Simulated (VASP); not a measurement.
```xyz
3
Lattice="0.0000 2.8409 2.8409 2.8409 0.0000 2.8409 2.8409 2.8409 0.0000" Properties=species:S:1:pos:R:3 pbc="T T T"
Li     1.4204     1.4204     1.4204
Li     4.2613     4.2613     4.2613
S      0.0000     0.0000     0.0000
```

Method: optB86b-vdW, VASP's PBE PAW potentials (set 64) (plane waves; VASP 6.6.1). Run with 520 eV cut-off, Gaussian smearing of 0.050 eV, potentials Li_sv S.

Problem. Give the energies of bands 4 to 9 at the high-symmetry points, in eV from the valence-band maximum.

Solution. 
```
band     Γ      X      U      L      W
----  ----  -----  -----  -----  -----
4     0.00  -2.17  -2.08  -2.89  -1.83
5     0.00  -1.43  -1.97  -0.51  -1.83
6     0.00  -1.43  -1.16  -0.51  -1.77
7     4.34   3.38   4.60   6.19   5.48
8     6.27   7.17   8.12   6.59   7.33
9     6.27  11.18   9.55   6.59   8.98
```

The gap is indirect, 3.38 eV, from the valence maximum at Γ to the conduction minimum at X.

The compound is Li2S in the antifluorite structure. It was relaxed first.
